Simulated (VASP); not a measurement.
OSZICAR of a VASP run on Tc (hcp):

OSZICAR:
```
       N       E                     dE             d eps       ncg     rms          rms(c)
DAV:   1     0.311861710845E+03    0.31186E+03   -0.16940E+04  4104   0.162E+03
DAV:   2    -0.139751651476E+02   -0.32584E+03   -0.32266E+03  4436   0.455E+02
DAV:   3    -0.220604591115E+02   -0.80853E+01   -0.78699E+01  4923   0.820E+01
DAV:   4    -0.221496347136E+02   -0.89176E-01   -0.87688E-01  4448   0.807E+00
DAV:   5    -0.221504614204E+02   -0.82671E-03   -0.82647E-03  4572   0.739E-01    0.238E+01
DAV:   6    -0.208576263712E+02    0.12928E+01   -0.31414E+00  4326   0.176E+01    0.739E+00
DAV:   7    -0.207068332684E+02    0.15079E+00   -0.59534E-01  4670   0.695E+00    0.878E-01
DAV:   8    -0.206977686297E+02    0.90646E-02   -0.10852E-02  4195   0.115E+00    0.293E-01
DAV:   9    -0.206977231689E+02    0.45461E-04   -0.54591E-04  4810   0.209E-01    0.214E-02
DAV:  10    -0.206977185999E+02    0.45690E-05   -0.14992E-05  4332   0.337E-02    0.907E-03
DAV:  11    -0.206977178946E+02    0.70530E-06   -0.54155E-07  2166   0.851E-03
   1 F= -.21973626E+02 E0= -.21973233E+02  d E =-.219736E+02
       N       E                     dE             d eps       ncg     rms          rms(c)
DAV:   1    -0.218224466450E+02   -0.11247E+01   -0.36092E+01  4182   0.712E+01    0.135E+01
DAV:   2    -0.206005593913E+02    0.12219E+01   -0.33523E+00  4180   0.199E+01    0.189E+00
DAV:   3    -0.205351855815E+02    0.65374E-01   -0.43843E-01  4468   0.644E+00    0.204E+00
DAV:   4    -0.205565618512E+02   -0.21376E-01   -0.17471E-02  4217   0.111E+00    0.213E-01
DAV:   5    -0.205583893519E+02   -0.18275E-02   -0.46116E-03  4552   0.621E-01    0.542E-02
DAV:   6    -0.205584442886E+02   -0.54937E-04   -0.16226E-04  4145   0.121E-01    0.235E-02
DAV:   7    -0.205584428105E+02    0.14781E-05   -0.22471E-06  3401   0.139E-02    0.155E-03
DAV:   8    -0.205584430594E+02   -0.24895E-06   -0.25268E-07  2060   0.502E-03
   2 F= -.21918224E+02 E0= -.21918072E+02  d E =0.554026E-01
       N       E                     dE             d eps       ncg     rms          rms(c)
DAV:   1    -0.214060937902E+02   -0.84765E+00   -0.21669E+01  4234   0.580E+01    0.899E+00
DAV:   2    -0.207035553427E+02    0.70254E+00   -0.20252E+00  4252   0.148E+01    0.143E+00
DAV:   3    -0.206718393407E+02    0.31716E-01   -0.25495E-01  4441   0.480E+00    0.120E+00
DAV:   4    -0.206843910960E+02   -0.12552E-01   -0.13705E-02  4121   0.917E-01    0.363E-01
DAV:   5    -0.206839792015E+02    0.41189E-03   -0.22216E-03  4529   0.448E-01    0.421E-02
DAV:   6    -0.206841462909E+02   -0.16709E-03   -0.10508E-04  4186   0.835E-02    0.796E-03
DAV:   7    -0.206841465054E+02   -0.21448E-06   -0.22031E-06  4013   0.113E-02
   3 F= -.21980037E+02 E0= -.21979682E+02  d E =-.641056E-02
       N       E                     dE             d eps       ncg     rms          rms(c)
DAV:   1    -0.206837429890E+02    0.40330E-03   -0.10474E-03  4212   0.393E-01    0.656E-02
DAV:   2    -0.206837070988E+02    0.35890E-04   -0.10252E-04  4221   0.106E-01    0.936E-03
DAV:   3    -0.206837061931E+02    0.90561E-06   -0.11789E-05  4434   0.326E-02    0.949E-03
DAV:   4    -0.206837078963E+02   -0.17031E-05   -0.52782E-07  2055   0.614E-03    0.709E-04
DAV:   5    -0.206837080143E+02   -0.11803E-06   -0.15218E-07  2046   0.350E-03
   4 F= -.21980038E+02 E0= -.21979685E+02  d E =-.641228E-02
```

Which electronic solver shows in the log?

It is blocked Davidson (ALGO = Normal, or the opening steps of other solvers). The INCAR had ALGO = Normal.

Can the final energy be trusted as converged?

The run converged. It stopped with EDIFF = 1E-6, NELM = 100, NSW = 60 and EDIFFG = -0.01 after 4 ionic steps (PBE GGA with D3 dispersion (Becke-Johnson damping), plane waves, VASP's PBE PAW potentials (set 64)).

The compound is Tc in the hcp structure. This run relaxes it. Symmetry was kept, so distortions that lower it aren't found.
